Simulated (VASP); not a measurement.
# Tl8Pd8F23 (a cell with a defect) in VASP: a series of runs, part 3 of 3

VASP 6.6.1.

### 7 Single point, LDA

Contents of INCAR:

```
SYSTEM = Tl8Pd8F23
PREC = Accurate ; ENCUT = 520
EDIFF = 1E-6 ; ISMEAR = -1
SIGMA = 0.05 ; LREAL = Auto
LASPH = .TRUE. ; NELM = 100
ALGO = Normal ; ISIF = 2
LWAVE = .FALSE. ; LCHARG = .FALSE.
GGA = CA ; NBANDS = 198
```

Contents of KPOINTS:

```
regular mesh
0
G
  1 1 1
  0 0 0
```

Contents of POSCAR:

```
Tl8Pd8F23
1.0
    8.5426590000      0.0000000000      0.0000000000
    0.0325000000      8.5427410000      0.0000000000
    0.0068550000      0.0676480000      8.5441360000
Tl Pd F
8 8 23
Direct
    0.4412968036      0.3621215339      0.3767964368
    0.4682567812      0.6266766339      0.8716270434
    0.5159703618      1.0243451363      0.4595081352
    0.7588459766      0.8783780595      1.0635013300
    1.1212585377      0.4758567811      0.5259396620
    1.0705920486      0.4604170060      0.9531215327
    1.0139498115      1.0041542774      0.5598108457
    1.0217738744      1.0244661177      1.0414394153
    0.2457797438      0.1701842646      0.2270563109
    0.3109392225      0.1816307549      0.7949311668
    0.2062486741      0.7334146900      0.2118060855
    0.4016495691      0.8184745101      0.6191497888
    0.7653884886      0.2875671616      0.2481702070
    0.7771869606      0.3468536478      0.8000106740
    0.5866770896      0.7003002517      0.4023227158
    0.8147188659      0.8635367789      0.7395481533
    0.0777408770      0.3413452726      0.2760723846
    0.3191238703      0.1400491924      0.5808896300
    0.3331336006      0.3833760506      0.1303467080
   -0.0037850950      0.2820676052      0.7830165625
    0.2007400436      0.2067019088      0.9815386834
    0.3203045128      0.4265200100      0.7856850593
   -0.0074759918      0.7491245856      0.1777242310
    0.3306130141      0.6756862078      0.4122476515
    0.1101787828      0.9650814227      0.3231339014
    0.1284410038      0.7416667699      0.6080427559
    0.2103695077      0.7946772820      1.0004405361
    0.2805809891      0.9382807209      0.7437147536
    0.4139057469      0.0164694839      0.2055561850
    0.7952589355      0.2706068956      0.4638034788
    0.6742330922      0.4991836538      0.2528283726
    0.5489822518      0.4002448595      0.8058158250
    0.7282150626      0.2677091762      1.0366876183
    0.7569548300      0.6186537901      0.9608695367
    0.4513397530      0.7379242969      0.1715328501
    0.7512983559      0.6851853587      0.5756111560
    0.7959466918      1.0573392415      0.2531443788
    0.6070085398      0.8150366048      0.7650393205
    0.6771488946      1.0507532632      0.7729277717
```

Potentials or basis: VASP PAW LDA potentials, release 64 (Tl_d, Pd, F).

Launch:

```console
$ cat potpaw_LDA.64/Tl_d/POTCAR potpaw_LDA.64/Pd/POTCAR potpaw_LDA.64/F/POTCAR > POTCAR
$ mpirun -np 1 vasp_gam > vasp.out
```

OUTCAR:

```text
SYSTEM = Tl8Pd8F23
   PREC = Accurate
   ENCUT = 520
   EDIFF = 1E-6
   ISMEAR = -1
   LREAL = Auto
   LASPH = .TRUE.
   NELM = 100
   ISIF = 2
   GGA = CA

 ion  position               nearest neighbor table
   1  0.441  0.362  0.377-  19 2.31  31 2.54   9 2.68  18 2.77  24 2.86   3 3.03  13 3.04  15 3.16
                             5 3.17
   2  0.468  0.627  0.872-  32 2.13  38 2.19  22 2.26  34 2.58  35 2.74  12 2.76  27 2.85  14 3.61
                             4 3.68   6 3.75  16 3.76  11 3.78
   3  0.516  0.024  0.460-  18 2.21  29 2.34  12 2.42  15 2.88  37 2.98  39 3.02   1 3.03   9 3.28
                            13 3.58  10 3.62  16 3.75
   4  0.759  0.878  0.064-  37 2.26  34 2.39  23 2.48   8 2.58  16 2.81  38 2.92  39 2.96  15 3.58
                             2 3.68
   5  0.121  0.476  0.526-  26 2.38  17 2.46  24 2.66  22 2.82  20 2.94   1 3.17  11 3.53   6 3.68
                            10 3.76
   6  0.071  0.460  0.953-  20 2.21  21 2.44  22 2.58  19 2.78  17 2.93  14 3.00  34 3.00  10 3.42
                            11 3.43   5 3.68   9 3.71   2 3.75   8 3.82
   7  0.014  0.004  0.560-  25 2.21  26 2.47  16 2.58  28 2.82  18 2.86  10 3.59  12 3.70   9 3.74
                             8 4.12
   8  0.022  0.024  0.041-  21 2.24  27 2.56  25 2.57   4 2.58  23 2.63  37 2.66   9 2.79  11 3.27
                            16 3.43  10 3.51  13 3.60   6 3.82   7 4.12
   9  0.246  0.170  0.227-  29 1.95  17 2.09  19 2.13  21 2.15  25 2.25   1 2.68   8 2.79   3 3.28
                             6 3.71   7 3.74
  10  0.311  0.182  0.795-  21 1.86  18 1.87  22 2.09  28 2.14   6 3.42   8 3.51   7 3.59   3 3.62
                             5 3.76
  11  0.206  0.733  0.212-  23 1.85  27 1.88  24 2.07  35 2.12  25 2.35   8 3.27   6 3.43   5 3.53
                             2 3.78
  12  0.402  0.818  0.619-  28 1.80  38 2.15  24 2.24   3 2.42  26 2.43  15 2.64   2 2.76   7 3.70

  13  0.765  0.288  0.248-  33 1.84  30 1.86  31 1.97  37 1.98   1 3.04   3 3.58   8 3.60
  14  0.777  0.347  0.800-  20 1.95  32 2.00  33 2.17   6 3.00   2 3.61
  15  0.587  0.700  0.402-  36 2.05  24 2.20  31 2.27  35 2.31  12 2.64   3 2.88   1 3.16   4 3.58

  16  0.815  0.864  0.740-  38 1.84  39 2.00  36 2.15   7 2.58   4 2.81   8 3.43   3 3.75   2 3.76

  17  0.078  0.341  0.276-   9 2.09   5 2.46   6 2.93
  18  0.319  0.140  0.581-  10 1.87   3 2.21   1 2.77   7 2.86
  19  0.333  0.383  0.130-   9 2.13   1 2.31   6 2.78
  20  0.996  0.282  0.783-  14 1.95   6 2.21   5 2.94
  21  0.201  0.207  0.982-  10 1.86   9 2.15   8 2.24   6 2.44
  22  0.320  0.427  0.786-  10 2.09   2 2.26   6 2.58   5 2.82
  23  0.993  0.749  0.178-  11 1.85   4 2.48   8 2.63
  24  0.331  0.676  0.412-  11 2.07  15 2.20  12 2.24   5 2.66   1 2.86
  25  0.110  0.965  0.323-   7 2.21   9 2.25  11 2.35   8 2.57
  26  0.128  0.742  0.608-   5 2.38  12 2.43   7 2.47
  27  0.210  0.795  0.000-  11 1.88   8 2.56   2 2.85
  28  0.281  0.938  0.744-  12 1.80  10 2.14   7 2.82
  29  0.414  0.016  0.206-   9 1.95   3 2.34
  30  0.795  0.271  0.464-  13 1.86
  31  0.674  0.499  0.253-  13 1.97  15 2.27   1 2.54
  32  0.549  0.400  0.806-  14 2.00   2 2.13
  33  0.728  0.268  0.037-  13 1.84  14 2.17
  34  0.757  0.619  0.961-   4 2.39   2 2.58   6 3.00
  35  0.451  0.738  0.172-  11 2.12  15 2.31   2 2.74
  36  0.751  0.685  0.576-  15 2.05  16 2.15
  37  0.796  0.057  0.253-  13 1.98   4 2.26   8 2.66   3 2.98
  38  0.607  0.815  0.765-  16 1.84  12 2.15   2 2.19   4 2.92
  39  0.677  0.051  0.773-  16 2.00   4 2.96   3 3.02

  LATTYP: Found a triclinic cell.
 ALAT       =    14.8137516394
 B/A-ratio  =     1.2891140783
 C/A-ratio  =     0.5766805755
 COS(alpha) =     0.0001400606
 COS(beta)  =     0.5790550002
 COS(gamma) =     0.7734672363

  Lattice vectors:

 A1 = (   8.5033040000,  -8.6103890000,  -8.5441360000)
 A2 = (  17.0784630000,  -0.0676480000,  -8.5441360000)
[... 164 lines left out ...]
   dimension x,y,z NGXF=   128 NGYF=  128 NGZF=  128
   ions per type =               8   8  23
   NGX,Y,Z   is equivalent  to a cutoff of  12.45, 12.45, 12.45 a.u.
   NGXF,Y,Z  is equivalent  to a cutoff of  24.91, 24.91, 24.90 a.u.
 SYSTEM =  Tl8Pd8F23
   PREC   = accura    normal or accurate (medium, high low for compatibility)
   ISTART =      0    job   : 0-new  1-cont  2-samecut
   ICHARG =      2    charge: 1-file 2-atom 10-const
   ISPIN  =      1    spin polarized calculation?
   LNONCOLLINEAR =      F non collinear calculations
   LSORBIT =      F    spin-orbit coupling
   LASPH  =      T    aspherical Exc in radial PAW
   ENCUT  =  520.0 eV  38.22 Ry    6.18 a.u.  15.88 15.88 15.89*2*pi/ulx,y,z
   NELM   =    100;   NELMIN=  2; NELMDL= -5     # of ELM steps
   EDIFF  = 0.1E-05   stopping-criterion for ELM
   LREAL  =      T    real-space projection
   EDIFFG = 0.1E-04   stopping-criterion for IOM
   NSW    =      0    number of steps for IOM
   IBRION =     -1    ionic relax: 0-MD 1-quasi-New 2-CG
   NFREE  =      0    steps in history (QN), initial steepest desc. (CG)
   ISIF   =      2    stress and relaxation
   ISYM   =      2    0-nonsym 1-usesym 2-fastsym
   POTIM  = 0.5000    time-step for ionic-motion
   TEBEG  =    0.0;   TEEND  =   0.0 temperature during run
   PSTRESS=    0.0 pullay stress
   NELECT =     345.0000    total number of electrons
   NUPDOWN=      -1.0000    fix difference up-down
   EMIN   =  10.00;   EMAX   =-10.00  energy-range for DOS
   EFERMI =   0.00;   METHOD = LEGACY
   ISMEAR =    -1;   SIGMA  =   0.05  broadening in eV -4-tet -1-fermi 0-gaus
   EFERMI_NEDOS =   21; number of points for ismear=-14 and -15
   IALGO  =     38    algorithm
   IMIX   =      4    mixing-type and parameters
     AMIX     =   0.40;   BMIX     =  1.00
     AMIX_MAG =   1.60;   BMIX_MAG =  1.00
  volume/ion in A,a.u.               =      15.99       107.89
  Fermi-wavevector in a.u.,A,eV,Ry     =   1.343987  2.539767 24.576215  1.806301
  Thomas-Fermi vector in A             =   2.472017
   LORBIT       =      0    0 simple, 1 ext, 2 COOP (PROOUT), +10 PAW based schemes
   GGA     = CA    functional components
   LHFCALC =     F    Hartree Fock is set to
   AEXX    =    0.0000 exact exchange contribution
   IVDW    =     0    specifies the selected vdW correction
   LEPSILON=     F    determine dielectric tensor
   LRPA    =     F    only Hartree local field effects (RPA)
 non-spin polarized calculation
  energy-cutoff  :      520.00
  volume of cell :      623.53
 maximum number of plane-waves:      8419
 NGX is ok and might be reduce to    64
   NGX = 31   NGY = 31   NGZ = 31

 number of electron     344.9999985 magnetization

 Free energy of the ion-electron system (eV)
  ---------------------------------------------------
  ext. energy  EPLUGINS =         0.00000000
  ---------------------------------------------------
  free energy    TOTEN  =      -165.40525875 eV

  energy without entropy =     -165.22724736  energy(sigma->0) =     -165.31625306

 E-fermi :   2.9735     XC(G=0): -10.5315

 val. band max:        2.8897807782   @ k =   0.0000   0.0000   0.0000
 cond. band min:       2.9826231397   @ k =   0.0000   0.0000   0.0000
 fundamental gap:      0.0928423615
 Fermi energy:         2.9734650382

 k-point     1 :       0.0000    0.0000    0.0000
  band No.  band energies     occupation
      1     -21.3073      2.00000
      2     -21.2092      2.00000
      3     -20.9283      2.00000
      4     -20.3034      2.00000
      5     -20.1847      2.00000
      6     -20.0945      2.00000
[... 176 lines left out ...]
    183       5.9454      0.00000
    184       6.2609      0.00000
 [bands above 184 left out]

------------------------ aborting loop because EDIFF is reached ----------------------------------------

  FORCE on cell =-STRESS in cart. coord.  units (eV):
  Direction    XX          YY          ZZ          XY          YZ          ZX
  --------------------------------------------------------------------------------------
  -------------------------------------------------------------------------------------
  Total       25.0196479     16.1447278     32.5864510      7.9294883      3.3920561     -6.9486360
  in kB       64.2885029     41.4842122     83.7315602     20.3749843      8.7159584    -17.8546640
  external PRESSURE =      63.1680918 kB  Pullay stress =       0.0000000 kB

 VOLUME and BASIS-vectors are now :
 -----------------------------------------------------------------------------
  energy-cutoff  :      520.00
  volume of cell :      623.53
      direct lattice vectors                 reciprocal lattice vectors
     8.542659000  0.000000000  0.000000000     0.117059571 -0.000445341 -0.000090391
     0.032500000  8.542741000  0.000000000     0.000000000  0.117058448 -0.000926808
     0.006855000  0.067648000  8.544136000     0.000000000  0.000000000  0.117039336

 POSITION                                       TOTAL-FORCE (eV/Angst)
 -----------------------------------------------------------------------------------
      3.78420      3.11900      3.21940         1.031901      1.190553      0.410011
      4.02650      5.41250      7.44730        -0.562792      0.294765      1.789360
      4.41170      0.23906      3.92610         2.790160      0.475994     -1.727255
      6.51155      7.50805      0.54256        -2.710837     -2.417262     -0.206756
      1.05494      4.10070      4.49370        -0.308525      0.303537      0.297645
      0.62454      3.99770      8.14360         0.091480      2.179816      1.527615
[... 31 lines left out ...]
      5.21720      7.01440      6.53660        -2.720291     -0.956352      0.525036
      5.79160      0.48586      6.60400         0.876452      2.626442      0.182956
 -----------------------------------------------------------------------------------
    total drift:                               -0.010196      0.002381     -0.015607

  FREE ENERGIE OF THE ION-ELECTRON SYSTEM (eV)
  ---------------------------------------------------
  free  energy   TOTEN  =      -165.4052587548 eV

  energy  without entropy=     -165.2272473599  energy(sigma->0) =     -165.31625306
```

Wall time 2.1 min (1 thread of Intel Xeon 6975P-C (Granite Rapids), shared host); peak memory 0.42 GiB.

Results:

```
Free energy            : -165.4053 eV
Pressure               : 6.3 GPa
Largest force          : 5.575 eV/Å
Band gap on the k mesh : none (metal or under the smearing width)
```

Forces on the atoms (eV/Å):
```
Tl   1.032  1.191  0.410
Tl  -0.563  0.295  1.789
Tl   2.790  0.476 -1.727
Tl  -2.711 -2.417 -0.207
Tl  -0.309  0.304  0.298
Tl   0.091  2.180  1.528
Tl  -0.080  0.087  0.437
Tl   1.123  0.250 -0.704
Pd  -1.365  0.841  1.644
Pd  -0.289 -0.023 -1.164
Pd   4.347 -0.439 -0.024
Pd   1.141 -4.226 -1.812
Pd  -0.511 -0.557  0.892
Pd  -1.709 -0.161 -0.281
Pd   0.341 -0.209  0.106
Pd   2.126  0.396 -0.533
F    0.376 -1.622 -0.620
F   -0.129  1.334 -2.139
F    0.611  0.367  0.176
F   -0.293 -1.304 -1.251
F    0.359  0.153  0.870
F   -3.138 -1.033 -0.536
F   -2.421 -0.479  0.331
F   -1.240 -0.588 -0.007
F    1.138  0.971 -0.138
F   -0.243  0.160  0.050
F   -0.502  0.405 -1.407
F   -2.418  2.871  4.122
F   -0.164  0.545 -0.509
F    0.362  0.331  1.823
F    0.414  0.295  0.069
F    4.058 -1.516 -0.162
F   -0.240  0.076 -1.900
F   -0.269 -0.058 -0.406
F   -0.231 -0.582  0.627
F    0.174 -0.584 -1.183
F    0.184  0.601  0.830
F   -2.720 -0.956  0.525
F    0.876  2.626  0.183
```

Caveat: an odd number of electrons without spin polarisation forces a metal; a magnetic or distorted state may lie lower. The run has no spin-orbit coupling, so splittings on Tl are missing.
